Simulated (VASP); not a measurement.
Data:

```
WS2
1.0
    1.55395    -2.69153     0.00000
    1.55395     2.69153     0.00000
    0.00000     0.00000    11.70269
W S
2 4
Cartesian
  1.55395   0.89718   2.92567
  1.55395  -0.89718   8.77702
  1.55395   0.89718  10.35111
  1.55395  -0.89718   4.49976
  1.55395  -0.89718   1.35158
  1.55395   0.89718   7.20293
```

Calculation: PBEsol GGA, VASP's PBE PAW potentials (set 64) (plane waves; VASP). Settings: 500 eV cut-off, 8×8×2 Γ-centred mesh, Gaussian smearing of 0.050 eV, potentials W_sv S.

Without a dispersion term in the relaxation, distances and binding between the weakly bound layers, chains or molecules are unreliable, and so is what depends on them.

Task: Predict the energy per atom (σ→0), pressure.

Result: 
```json
{
  "energy per atom (σ→0)": "-8.403 eV/atom",
  "pressure": "5.11 GPa"
}
```

Only differences to runs with the same potentials and settings are physical.

The compound is WS2 in the 2H layered structure. It was relaxed first under an external pressure of 5 GPa.
